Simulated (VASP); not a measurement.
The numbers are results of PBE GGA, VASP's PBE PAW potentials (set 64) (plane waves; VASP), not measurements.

VASP input:

### POSCAR
```
SrO
1.0
  0.0000000000   2.5800000000   2.5800000000
  2.5800000000   0.0000000000   2.5800000000
  2.5800000000   2.5800000000   0.0000000000
Sr O
1 1
Cart
  0.0000000000   0.0000000000   0.0000000000
  2.5800000000   2.5800000000   2.5800000000
```

**KPOINTS**
```
kpoints
0
gamma
6 6 6
```

INCAR:
```
SYSTEM = SrO
PREC = Accurate
ENCUT = 520
EDIFF = 1E-6
NELM = 100
ALGO = Normal
LREAL = .FALSE.
LASPH = .TRUE.
ISMEAR = 0
SIGMA = 0.05
GGA = PE
LMAXMIX = 4
LWAVE = .FALSE.
LCHARG = .FALSE.
ISIF = 2
```

POTCAR, in this order: Sr_sv O (PBE.64 set). Program: vasp_std.

Gaps are read on the run's mesh, which can miss a band edge.

**Question.** Predict the energy per atom (σ→0), pressure, band gap (on the k-mesh).

**Answer.** 
```json
{
 "energy per atom (σ→0)": "-581.2 kJ/mol of atoms",
 "band gap (on the k-mesh)": "3.27 eV",
 "pressure": "2.35 GPa"
}
```

File OSZICAR:
```
...
DAV:   8    -0.120463221564E+02    0.75337E-02   -0.13784E-01   404   0.409E+00    0.835E-01
DAV:   9    -0.120471126102E+02   -0.79045E-03   -0.12729E-02   528   0.950E-01    0.212E-01
DAV:  10    -0.120477652252E+02   -0.65262E-03   -0.10411E-03   404   0.330E-01    0.513E-02
DAV:  11    -0.120478815112E+02   -0.11629E-03   -0.17536E-04   444   0.116E-01    0.451E-02
DAV:  12    -0.120478974586E+02   -0.15947E-04   -0.25730E-05   416   0.498E-02    0.298E-02
DAV:  13    -0.120478960789E+02    0.13797E-05   -0.34240E-06   476   0.222E-02    0.269E-03
DAV:  14    -0.120478958788E+02    0.20010E-06   -0.34634E-07   224   0.600E-03
   1 F= -.12047896E+02 E0= -.12047896E+02  d E =-.340721E-12
```

The compound is SrO in the rock salt structure. The cell was not relaxed at this level. The run is one of a series of settings (KPOINTS 6×6×6 Γ-centred mesh against the base run), some of them coarse on purpose.
